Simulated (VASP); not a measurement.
The system is MgO.

```xyz
2
Lattice="0.0000 2.1100 2.1100 2.1100 0.0000 2.1100 2.1100 2.1100 0.0000" Properties=species:S:1:pos:R:3 pbc="T T T"
Mg    0.0000    0.0000    0.0000
O     2.1100    2.1100    2.1100
```

The cell was built by a generator and needn't be a form met in nature.

- Program: VASP 6.6.1
- Task: relaxation of cell and atoms
- Functional: LDA
- Potentials or basis: VASP PAW LDA potentials, release 64 (Mg, O)
- Cutoff: 600 eV
- k mesh: 12 × 12 × 12
- Occupations: gaussian, width 0.02 eV
- Spin: no spin polarisation

At the start: pressure -8.8 GPa; volume 9.39 Å³/atom.

How do energy, volume and symmetry change on relaxing?

Over 3 steps the energy falls by 14.4 meV/atom and the volume is 8.89 Å³/atom (-5.4 %); space group Fm-3m (No. 225, to 0.05 Å).

The path:
| step | energy change (eV) | largest force (eV/Å) | pressure (GPa) | volume (Å³) |
| --- | --- | --- | --- | --- |
| 1 | 0.0000 | 0.0000 | -8.77 | 18.79 |
| 2 | -0.0247 | 0.0000 | 3.83 | 17.42 |
| 3 | -0.0289 | 0.0000 | 0.01 | 17.78 |

Final structure:
```
CELL_PARAMETERS angstrom
0.00000 2.07165 2.07165
2.07165 0.00000 2.07165
2.07165 2.07165 0.00000
ATOMIC_POSITIONS crystal
Mg 0.00000 0.00000 0.00000
O 0.50000 0.50000 0.50000
```
